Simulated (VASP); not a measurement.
Level of theory: MS2 meta-GGA, VASP's PBE PAW potentials (set 64) (plane waves; VASP 6.6.1).

A VASP calculation is set up with these files.

**INCAR**
```
! general
SYSTEM  = WC
PREC    = Accurate
ENCUT   = 520
LREAL   = .False.
LASPH   = .True.

! electronic loop
EDIFF   = 1E-6
NELM    = 100
ALGO    = Normal
LMAXMIX = 6
LMIXTAU = .True.

! smearing
ISMEAR  = 1
SIGMA   = 0.1

! functional
METAGGA = MS2

! ions
IBRION  = 2
NSW     = 60
ISIF    = 3
EDIFFG  = -0.01

! output
LWAVE   = .False.
LCHARG  = .False.
```

### POSCAR
```
WC
1
    1.4550000000    -2.5201340000     0.0000000000
    1.4550000000     2.5201340000     0.0000000000
    0.0000000000     0.0000000000     2.8400000000
W C
1 1
Direct
  0.0000000000   0.0000000000   0.0000000000
  0.3333330000   0.6666670000   0.5000000000
```

### KPOINTS
```
Automatic mesh
0
Gamma
13 13 12
0 0 0
```

POTCAR, in this order: W_sv C (PBE.64 set). Program: vasp_std.

The resulting files:

**OUTCAR**
```
 ion  position               nearest neighbor table
   1  0.000  0.000  0.000-   2 2.20   2 2.20   2 2.20   2 2.20   2 2.20   2 2.20
   2  0.333  0.667  0.500-   1 2.20   1 2.20   1 2.20   1 2.20   1 2.20   1 2.20
  LATTYP: Found a hexagonal cell.
 ALAT       =     2.9100000649
 C/A-ratio  =     0.9759449954
 Subroutine PRICEL returns:
 Original cell was already a primitive cell.
 Subroutine GETGRP returns: Found 12 space group operations
The static configuration has the point symmetry D_3h.
The dynamic configuration has the point symmetry D_3h.
 Subroutine INISYM returns: Found 12 space group operations
 Subroutine IBZKPT returns following result:
 Found    147 irreducible k-points:

 Following reciprocal coordinates:
            Coordinates               Weight
  0.000000  0.000000  0.000000      1.000000
  0.076923  0.000000  0.000000      6.000000
  0.153846  0.000000  0.000000      6.000000
  0.230769 -0.000000  0.000000      6.000000
  0.307692  0.000000  0.000000      6.000000
  0.384615  0.000000  0.000000      6.000000
  0.461538  0.000000  0.000000      6.000000
  0.076923  0.076923  0.000000      6.000000
...
```

File OSZICAR:
```
       N       E                     dE             d eps       ncg     rms          rms(c)
DAV:   1     0.955513451241E+02    0.95551E+02   -0.91489E+03  3822   0.144E+03
DAV:   2    -0.300329359118E+02   -0.12558E+03   -0.12253E+03  4382   0.361E+02
DAV:   3    -0.335516434731E+02   -0.35187E+01   -0.34919E+01  4612   0.578E+01
DAV:   4    -0.335808124333E+02   -0.29169E-01   -0.29149E-01  4280   0.544E+00
DAV:   5    -0.335810517919E+02   -0.23936E-03   -0.23932E-03  4592   0.493E-01    0.539E+01
DAV:   6    -0.687532040800E+01    0.26706E+02   -0.23740E+01  3968   0.756E+01    0.235E+00
DAV:   7    -0.716732673648E+01   -0.29201E+00   -0.11368E+00  4237   0.145E+01    0.217E+00
DAV:   8    -0.729323052858E+01   -0.12590E+00   -0.85211E-02  4087   0.368E+00    0.159E+00
DAV:   9    -0.726733553759E+01    0.25895E-01   -0.90929E-02  3880   0.331E+00    0.412E-01
DAV:  10    -0.727548461659E+01   -0.81491E-02   -0.79281E-02  3835   0.348E+00    0.198E-01
DAV:  11    -0.729229282885E+01   -0.16808E-01   -0.25472E-02  3822   0.206E+00    0.605E-02
DAV:  12    -0.729246454283E+01   -0.17171E-03   -0.12736E-03  3892   0.506E-01    0.593E-02
DAV:  13    -0.729259538236E+01   -0.13084E-03   -0.44114E-04  4017   0.236E-01    0.342E-02
DAV:  14    -0.729273217218E+01   -0.13679E-03   -0.95256E-05  4027   0.137E-01    0.130E-02
DAV:  15    -0.729271440922E+01    0.17763E-04   -0.13712E-05  3882   0.540E-02    0.807E-03
DAV:  16    -0.729274059924E+01   -0.26190E-04   -0.60928E-06  3902   0.296E-02    0.892E-04
DAV:  17    -0.729273307606E+01    0.75232E-05   -0.27081E-07  2006   0.751E-03    0.134E-03
DAV:  18    -0.729273636432E+01   -0.32883E-05   -0.58082E-08  1946   0.284E-03    0.595E-04
DAV:  19    -0.729273402006E+01    0.23443E-05   -0.29530E-08  1941   0.226E-03    0.398E-04
DAV:  20    -0.729273430332E+01   -0.28325E-06   -0.46662E-09  1921   0.799E-04
   1 F= -.72927343E+01 E0= -.72925893E+01  d E =-.729273E+01
       N       E                     dE             d eps       ncg     rms          rms(c)
DAV:   1    -0.732036959224E+01   -0.27636E-01   -0.75986E-01  3897   0.132E+01    0.259E+00
DAV:   2    -0.729513849353E+01    0.25231E-01   -0.66722E-02  3992   0.356E+00    0.578E-01
DAV:   3    -0.728874435143E+01    0.63941E-02   -0.13876E-02  3982   0.120E+00    0.173E-01
DAV:   4    -0.728989822954E+01   -0.11539E-02   -0.21009E-03  3922   0.584E-01    0.222E-01
DAV:   5    -0.728971977044E+01    0.17846E-03   -0.16145E-03  4132   0.421E-01    0.660E-02
DAV:   6    -0.728958382878E+01    0.13594E-03   -0.10771E-03  3832   0.427E-01    0.187E-02
DAV:   7    -0.728981998615E+01   -0.23616E-03   -0.28247E-04  3832   0.227E-01    0.883E-03
DAV:   8    -0.728981626117E+01    0.37250E-05   -0.13793E-05  3947   0.465E-02    0.264E-03
DAV:   9    -0.728982077700E+01   -0.45158E-05   -0.19088E-06  2976   0.193E-02    0.105E-03
DAV:  10    -0.728982146720E+01   -0.69020E-06   -0.27376E-07  1941   0.694E-03
   2 F= -.72898215E+01 E0= -.72896987E+01  d E =0.291284E-02
       N       E                     dE             d eps       ncg     rms          rms(c)
DAV:   1    -0.730994587709E+01   -0.20125E-01   -0.42083E-01  3897   0.989E+00    0.189E+00
DAV:   2    -0.729599723915E+01    0.13949E-01   -0.39199E-02  3997   0.264E+00    0.427E-01
DAV:   3    -0.729255052462E+01    0.34467E-02   -0.79977E-03  3982   0.886E-01    0.133E-01
DAV:   4    -0.729317574224E+01   -0.62522E-03   -0.12769E-03  3907   0.450E-01    0.159E-01
DAV:   5    -0.729307281968E+01    0.10292E-03   -0.91430E-04  4102   0.319E-01    0.486E-02
DAV:   6    -0.729304253932E+01    0.30280E-04   -0.62463E-04  3827   0.327E-01    0.138E-02
DAV:   7    -0.729313223507E+01   -0.89696E-04   -0.15440E-04  3822   0.169E-01    0.663E-03
DAV:   8    -0.729314196984E+01   -0.97348E-05   -0.79455E-06  3952   0.348E-02    0.170E-03
DAV:   9    -0.729313936373E+01    0.26061E-05   -0.11152E-06  2656   0.146E-02    0.626E-04
DAV:  10    -0.729313938918E+01   -0.25448E-07   -0.16705E-07  1926   0.552E-03
   3 F= -.72931394E+01 E0= -.72929986E+01  d E =-.405086E-03
```

OUTCAR:
```
------------------------ aborting loop because EDIFF is reached ----------------------------------------
  FORCE on cell =-STRESS in cart. coord.  units (eV):
  Direction    XX          YY          ZZ          XY          YZ          ZX
  --------------------------------------------------------------------------------------
  Total       -0.0007819     -0.0007819      0.0039247      0.0000000      0.0000000      0.0000000
  in kB       -0.0603767     -0.0603767      0.3030786      0.0000000      0.0000000      0.0000000
  external PRESSURE =       0.0607750 kB  Pullay stress =       0.0000000 kB
  volume of cell :       20.75
      direct lattice vectors                 reciprocal lattice vectors
     1.453317471 -2.517219774  0.000000000     0.344040452 -0.198631842  0.000000000
     1.453317471  2.517219774  0.000000000     0.344040452  0.198631842  0.000000000
    -0.000000000  0.000000000  2.835658314    -0.000000000  0.000000000  0.352651797
 POSITION                                       TOTAL-FORCE (eV/Angst)
 -----------------------------------------------------------------------------------
      0.00000     -0.00000      0.00000         0.000000      0.000000      0.000000
      1.45332      0.83907      1.41783        -0.000000     -0.000000      0.000000
 -----------------------------------------------------------------------------------
    total drift:                               -0.000000     -0.000381      0.000000
  FREE ENERGIE OF THE ION-ELECTRON SYSTEM (eV)
  ---------------------------------------------------
  free  energy   TOTEN  =        -7.2931393892 eV

  energy  without entropy=       -7.2927171276  energy(sigma->0) =       -7.29299864

 reached required accuracy - stopping structural energy minimisation
```
(Selected blocks of OUTCAR.)

**CONTCAR**
```
WC
   1.00000000000000
     1.4533174707436765   -2.5172197735826858    0.0000000000000000
     1.4533174707436765    2.5172197735826858    0.0000000000000000
    -0.0000000000000000    0.0000000000000000    2.8356583138837932
  W               C
     1     1
Direct
     0.0000000000000000    0.0000000000000000    0.0000000000000000
     0.3333330000000032    0.6666669999999968    0.5000000000000000
```

The compound is WC in the wc structure. This run relaxes it. Symmetry was kept, so distortions that lower it aren't found.
